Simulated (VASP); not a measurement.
Computed with SCAN meta-GGA, VASP's PBE PAW potentials (set 64) (plane waves; VASP).

A VASP calculation is set up with these files.

### INCAR
```
! general
SYSTEM =Tl
PREC   =Accurate
ENCUT  =520   ! plane-wave cut-off (eV)
LREAL  =.False.
LASPH  =.True.   ! aspherical one-centre terms

! electronic loop
EDIFF  =1E-7   ! SCF stop (eV)
NELM   =100   ! most electronic steps
ALGO   =Normal   ! blocked Davidson
LMAXMIX=4   ! l cut-off of mixed one-centre charges
LMIXTAU=.True.

! smearing
ISMEAR =-5

! functional
METAGGA=SCAN

! ions
ISIF   =2   ! forces and stress, cell fixed

! output
LWAVE  =.False.
LCHARG =.False.
LORBIT =11
NEDOS  =601
```

File POSCAR:
```
Tl
1
    1.7653346399    -3.0576493979     0.0000000000
    1.7653346399     3.0576493979     0.0000000000
    0.0000000000     0.0000000000     5.5041026023
Tl
2
Direct
  0.3333330000   0.6666670000   0.2500000000
  0.6666670000   0.3333330000   0.7500000000
```

### KPOINTS
```
Automatic mesh
0
Gamma
13 13 8
0 0 0
```

KPOINTS_OPT:
```
k-points along high-symmetry lines
6
Line-mode
Reciprocal
  0.000000   0.000000   0.000000 ! GAMMA
 -0.000000   0.500000   0.000000 ! M

 -0.000000   0.500000   0.000000 ! M
 -0.333333   0.666667   0.000000 ! K

 -0.333333   0.666667   0.000000 ! K
  0.000000   0.000000   0.000000 ! GAMMA

  0.000000   0.000000   0.000000 ! GAMMA
  0.000000   0.000000   0.500000 ! A

  0.000000   0.000000   0.500000 ! A
 -0.000000   0.500000   0.500000 ! L

 -0.000000   0.500000   0.500000 ! L
 -0.333333   0.666667   0.500000 ! H

 -0.333333   0.666667   0.500000 ! H
  0.000000   0.000000   0.500000 ! A

 -0.000000   0.500000   0.500000 ! L
 -0.000000   0.500000   0.000000 ! M

 -0.333333   0.666667   0.500000 ! H
 -0.333333   0.666667   0.000000 ! K
```

POTCAR, in this order: Tl_d (PBE.64 set). Program: vasp_std.

**Question.** What will the output report for the number of irreducible k-points (NKPTS), largest plane-wave count, number of space-group operations, FFT grid (NGX, NGY, NGZ)?

**Answer.** 
```json
{
 "number of irreducible k-points (NKPTS)": "105",
 "largest_plane_wave_count": "1641",
 "number_of_space_group_operations": "24",
 "FFT grid (NGX, NGY, NGZ)": "28 × 28 × 42"
}
```

The compound is Tl in the hcp structure. It was relaxed first.
